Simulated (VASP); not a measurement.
Level of theory: PW91 GGA, VASP's PBE PAW potentials (set 64) (plane waves; VASP).

VASP ran on this input.

**KPOINTS**
```
Automatic mesh
0
Gamma
9 9 2
0 0 0
```

### POSCAR
```
WS2
3.1954310
  0.4999999290  -0.8660252737   0.0000000000
  0.4999999290   0.8660252737   0.0000000000
  0.0000000000   0.0000000000   4.5899716383
W S
2 4
Direct
  0.3333330000   0.6666670000   0.2500000000
  0.6666670000   0.3333330000   0.7500000000
  0.3333330000   0.6666670000   0.8571027485
  0.6666670000   0.3333330000   0.3571027485
  0.6666670000   0.3333330000   0.1428972515
  0.3333330000   0.6666670000   0.6428972515
```

INCAR:
```
SYSTEM = WS2
PREC = Accurate
ENCUT = 520
EDIFF = 1E-7
NELM = 100
ALGO = Normal
LREAL = .FALSE.
LASPH = .TRUE.
ISMEAR = -5
GGA = 91
LMAXMIX = 6
LWAVE = .FALSE.
LCHARG = .TRUE.
LORBIT = 11
NEDOS = 601
ISIF = 2
LEFG = .TRUE.
```

POTCAR, in this order: W_sv S (PBE.64 set). Program: vasp_std.

Without a dispersion term in the relaxation, distances and binding between the weakly bound layers, chains or molecules are unreliable, and so is what depends on them. Unless said otherwise, spin-orbit coupling is left out, though it shifts the bands of the heavy elements here.

Estimate the energy per atom (σ→0), band gap (on the k-mesh).

```
Quantity                           Value
------------------------  --------------
energy per atom (σ→0)     -7.876 eV/atom
band gap (on the k-mesh)         1.57 eV
```

OSZICAR:
```
...
DAV:  11    -0.472535872554E+02    0.32700E-03   -0.47487E-03  1845   0.422E-01    0.154E-01
DAV:  12    -0.472535923714E+02   -0.51160E-05   -0.22774E-04  1859   0.910E-02    0.680E-02
DAV:  13    -0.472536538261E+02   -0.61455E-04   -0.13501E-04  1940   0.628E-02    0.316E-02
DAV:  14    -0.472536651646E+02   -0.11339E-04   -0.19091E-05  1963   0.221E-02    0.148E-02
DAV:  15    -0.472536665852E+02   -0.14206E-05   -0.23754E-06  1635   0.918E-03    0.711E-03
DAV:  16    -0.472536670490E+02   -0.46377E-06   -0.16760E-06  1848   0.678E-03    0.191E-03
DAV:  17    -0.472536670731E+02   -0.24143E-07   -0.67852E-08  1235   0.183E-03
   1 F= -.47253667E+02 E0= -.47253667E+02  d E =0.000000E+00
```

The compound is WS2 in the 2H layered structure. It was relaxed first, which changed the volume by +23 %.
